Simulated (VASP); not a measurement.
Given:

```xyz
2
Lattice="0.0000 2.8451 2.8451 2.8451 0.0000 2.8451 2.8451 2.8451 0.0000" Properties=species:S:1:pos:R:3 pbc="T T T"
Ag     0.0000     2.8451     2.8451
Br     2.8451     2.8451     2.8451
```

These are optB86b-vdW, VASP's PBE PAW potentials (set 64) (plane waves; VASP) values and carry that method's errors. Run with 520 eV cut-off, 8×8×8 Γ-centred mesh, Gaussian smearing of 0.050 eV, potentials Ag Br.

Q: What does the run give for the energy per atom (σ→0), pressure, band gap (on the k-mesh) with the smallest direct gap where there is one?

A: 
- band gap (on the k-mesh) = 0.61 eV
- smallest direct gap (on the k-mesh) = 2.62 eV
- energy per atom (σ→0) = -0.168 eV/atom
- pressure = 1.54 GPa

The absolute energy has meaning only against runs of the same code, potentials and settings.

The compound is AgBr in the rock salt structure. This cell is one point of a volume scan, at 0.97 of the reference volume.
